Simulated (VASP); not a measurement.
Output of a VASP run:

File OUTCAR:
```
 ion  position               nearest neighbor table
   1  0.000  0.000  0.000-   2 2.57   2 2.57   2 2.57   2 2.57
   2  0.250  0.250  0.250-   1 2.57   1 2.57   1 2.57   1 2.57
  LATTYP: Found a face centered cubic cell.
 ALAT       =     5.9367322458
 Subroutine PRICEL returns:
 Original cell was already a primitive cell.
 Subroutine GETGRP returns: Found 24 space group operations
The static configuration has the point symmetry T_d .
The dynamic configuration has the point symmetry T_d .
 Subroutine INISYM returns: Found 24 space group operations
 Subroutine IBZKPT returns following result:
 Found     35 irreducible k-points:

 Following reciprocal coordinates:
            Coordinates               Weight
  0.000000  0.000000  0.000000      1.000000
  0.111111  0.000000  0.000000      8.000000
  0.222222  0.000000  0.000000      8.000000
  0.333333  0.000000  0.000000      8.000000
  0.444444  0.000000  0.000000      8.000000
  0.111111  0.111111  0.000000      6.000000
  0.222222  0.111111  0.000000     24.000000
  0.333333  0.111111  0.000000     24.000000
  0.444444  0.111111  0.000000     24.000000
 -0.444444  0.111111  0.000000     24.000000
 -0.333333  0.111111  0.000000     24.000000
 -0.222222  0.111111  0.000000     24.000000
 -0.111111  0.111111  0.000000     12.000000
  0.222222  0.222222  0.000000      6.000000
  0.333333  0.222222  0.000000     24.000000
  0.444444  0.222222  0.000000     24.000000
 -0.444444  0.222222  0.000000     24.000000
 -0.333333  0.222222  0.000000     24.000000
 -0.222222  0.222222  0.000000     12.000000
  0.333333  0.333333  0.000000      6.000000
  0.444444  0.333333  0.000000     24.000000
 -0.444444  0.333333  0.000000     24.000000
 -0.333333  0.333333  0.000000     12.000000
  0.444444  0.444444  0.000000      6.000000
 -0.444444  0.444444  0.000000     12.000000
  0.333333  0.222222  0.111111     24.000000
  0.444444  0.222222  0.111111     48.000000
 -0.444444  0.222222  0.111111     48.000000
  0.444444  0.333333  0.111111     24.000000
 -0.444444  0.333333  0.111111     48.000000
 -0.333333  0.333333  0.111111     48.000000
 -0.222222  0.333333  0.111111     24.000000
 -0.444444  0.444444  0.111111     24.000000
 -0.333333  0.444444  0.111111     24.000000
 -0.333333  0.444444  0.222222     24.000000
   k-points           NKPTS =     35   k-points in BZ     NKDIM =     35   number of bands    NBANDS=     13
   number of dos      NEDOS =    601   number of ions     NIONS =      2
   total plane-waves  NPLWV =  32768
   dimension x,y,z NGX =    32 NGY =   32 NGZ =   32
   dimension x,y,z NGXF=    64 NGYF=   64 NGZF=   64
   ions per type =               1   1
   PREC   = accura    normal or accurate (medium, high low for compatibility)
   ISTART =      0    job   : 0-new  1-cont  2-samecut
   ICHARG =      2    charge: 1-file 2-atom 10-const
   ISPIN  =      1    spin polarized calculation?
   LNONCOLLINEAR =      F non collinear calculations
   LSORBIT =      F    spin-orbit coupling
   INIWAV =      1    electr: 0-lowe 1-rand  2-diag
   ENCUT  =  520.0 eV  38.22 Ry    6.18 a.u.   7.81  7.81  7.81*2*pi/ulx,y,z
   NELM   =    100;   NELMIN=  2; NELMDL= -5     # of ELM steps
   EDIFF  = 0.1E-06   stopping-criterion for ELM
   LREAL  =      F    real-space projection
   NLSPLINE    = F    spline interpolate recip. space projectors
   LMAXMIX     =    4 max onsite mixed and CHGCAR
   VOSKOWN=      0    Vosko Wilk Nusair interpolation
   EDIFFG = 0.1E-05   stopping-criterion for IOM
   NSW    =      0    number of steps for IOM
   NBLOCK =      1;   KBLOCK =      1    inner block; outer block
   IBRION =     -1    ionic relax: 0-MD 1-quasi-New 2-CG
   NFREE  =      0    steps in history (QN), initial steepest desc. (CG)
   ISIF   =      2    stress and relaxation
   ISYM   =      2    0-nonsym 1-usesym 2-fastsym
   TEIN   =    0.0    initial temperature
   TEBEG  =    0.0;   TEEND  =   0.0 temperature during run
...
```

OSZICAR:
```
       N       E                     dE             d eps       ncg     rms          rms(c)
DAV:   1     0.112205215276E+03    0.11221E+03   -0.90773E+03   926   0.125E+03
DAV:   2    -0.151995940851E+01   -0.11373E+03   -0.10864E+03  1035   0.299E+02
DAV:   3    -0.666349201498E+01   -0.51435E+01   -0.51275E+01  1110   0.651E+01
DAV:   4    -0.670122199467E+01   -0.37730E-01   -0.37726E-01  1025   0.566E+00
DAV:   5    -0.670179534005E+01   -0.57335E-03   -0.57334E-03  1100   0.671E-01    0.750E+00
DAV:   6    -0.616454127387E+01    0.53725E+00   -0.10789E+00  1265   0.138E+01    0.602E+00
DAV:   7    -0.614742295702E+01    0.17118E-01   -0.20091E-01   960   0.358E+00    0.306E+00
DAV:   8    -0.614758381309E+01   -0.16086E-03   -0.18849E-02   980   0.205E+00    0.270E-01
DAV:   9    -0.614741105351E+01    0.17276E-03   -0.25632E-03  1065   0.815E-01    0.703E-02
DAV:  10    -0.614758226711E+01   -0.17121E-03   -0.29763E-04   950   0.171E-01    0.821E-02
DAV:  11    -0.614767044304E+01   -0.88176E-04   -0.13553E-04   943   0.123E-01    0.161E-02
DAV:  12    -0.614765871024E+01    0.11733E-04   -0.44272E-05  1136   0.954E-02    0.823E-03
DAV:  13    -0.614765997656E+01   -0.12663E-05   -0.48158E-06   925   0.157E-02    0.618E-03
DAV:  14    -0.614765984697E+01    0.12958E-06   -0.15662E-07   898   0.296E-03    0.385E-03
DAV:  15    -0.614765980466E+01    0.42314E-07   -0.85773E-08   650   0.247E-03
   1 F= -.61476598E+01 E0= -.61476598E+01  d E =0.000000E+00
```

OUTCAR:
```
------------------------ aborting loop because EDIFF is reached ----------------------------------------
  FORCE on cell =-STRESS in cart. coord.  units (eV):
  Direction    XX          YY          ZZ          XY          YZ          ZX
  --------------------------------------------------------------------------------------
  Total        0.0048896      0.0048896      0.0048896      0.0000000      0.0000000      0.0000000
  in kB        0.1497622      0.1497622      0.1497622      0.0000000      0.0000000      0.0000000
  external PRESSURE =       0.1497622 kB  Pullay stress =       0.0000000 kB
  volume of cell :       52.31
      direct lattice vectors                 reciprocal lattice vectors
     0.000000000  2.968366123  2.968366123    -0.168442833  0.168442833  0.168442833
     2.968366123  0.000000000  2.968366123     0.168442833 -0.168442833  0.168442833
     2.968366123  2.968366123  0.000000000     0.168442833  0.168442833 -0.168442833
  FREE ENERGIE OF THE ION-ELECTRON SYSTEM (eV)
  ---------------------------------------------------
  free  energy   TOTEN  =        -6.1476598047 eV

  energy  without entropy=       -6.1476598047  energy(sigma->0) =       -6.14765980

 total charge

# of ion       s       p       d       tot
------------------------------------------
    1        0.417   0.297   9.564  10.277
    2        1.325   2.380   0.000   3.705
--------------------------------------------------
tot          1.742   2.677   9.564  13.983
```
(Selected blocks of OUTCAR.)

**POSCAR**
```
CdS
1
    0.0000000000     2.9683661229     2.9683661229
    2.9683661229     0.0000000000     2.9683661229
    2.9683661229     2.9683661229     0.0000000000
Cd S
1 1
Direct
  0.0000000000   0.0000000000   0.0000000000
  0.2500000000   0.2500000000   0.2500000000
```

Task: Write an INCAR and KPOINTS that could have produced this output.

Result: One answer among several that fit: the input of the run itself, PBE GGA, plane waves, VASP's PBE PAW potentials (set 64).

**KPOINTS**
```
kpoints
0
G
9 9 9
0 0 0
```

**INCAR**
```
ALGO  =  Normal
EDIFF  =  1E-7
ENCUT  =  520
GGA  =  PE
ISIF  =  2
ISMEAR  =  -5
LASPH  =  .True.
LCHARG  =  .True.
LMAXMIX  =  4
LORBIT  =  11
LREAL  =  .False.
LWAVE  =  .False.
NEDOS  =  601
NELM  =  100
PREC  =  Accurate
SYSTEM  =  CdS
```

POTCAR, in this order: Cd S (PBE.64 set). Program: vasp_std.

The compound is CdS in the zinc blende structure, a metastable form; wurtzite is the usual one. It was relaxed first, which changed the volume by +6 %.
